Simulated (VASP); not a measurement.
VASP ran on this input.

File POSCAR:
```
Pt
1.9831560
  0.0000000000   1.0000000531   1.0000000531
  1.0000000531   0.0000000000   1.0000000531
  1.0000000531   1.0000000531   0.0000000000
Pt
1
Cart
  0.0000000000   0.0000000000   0.0000000000
```

KPOINTS:
```
Automatic mesh
0
gamma
  16 16 16
0 0 0
```

**INCAR**
```
SYSTEM = Pt
PREC = Accurate
ENCUT = 520
EDIFF = 1E-7
NELM = 100
ALGO = Normal
LREAL = .FALSE.
LASPH = .TRUE.
ISMEAR = 1
SIGMA = 0.1
GGA = PE
LMAXMIX = 6
LWAVE = .FALSE.
LCHARG = .FALSE.
ISIF = 2
```

POTCAR, in this order: Pt (PBE.64 set). Program: vasp_std.

### Question
Write an equivalent input for Ansatz.

### Answer
One equivalent input (not run):
Ansatz 0.2 input:
```yaml
crystal:
  lattice:
    - [0.0000000, 1.9831561, 1.9831561]
    - [1.9831561, 0.0000000, 1.9831561]
    - [1.9831561, 1.9831561, 0.0000000]
  atoms:
    - { symbol: Pt, position: [0.0000000, 0.0000000, 0.0000000] }
kpoints:
  mp_grid: { grid: [16, 16, 16] }
hamiltonian:
  xc: pbe
  pseudopotentials: { kind: paw }
scf:
  occupations: { method: methfessel_paxton, width: 0.1 }
  max_iter: 100
output: { forces: true, stress: true, eigenvalues: true }
```
Limits of the translation: each code has its own PAW files, so the cut-off isn't converted (ENCUT is set for VASP's; basis.ecutwfc is left out, and Ansatz then takes the one that its files recommend); Ansatz stops its SCF on the density residual and VASP on the energy change (EDIFF).

The compound is Pt in the fcc structure. It was relaxed first.
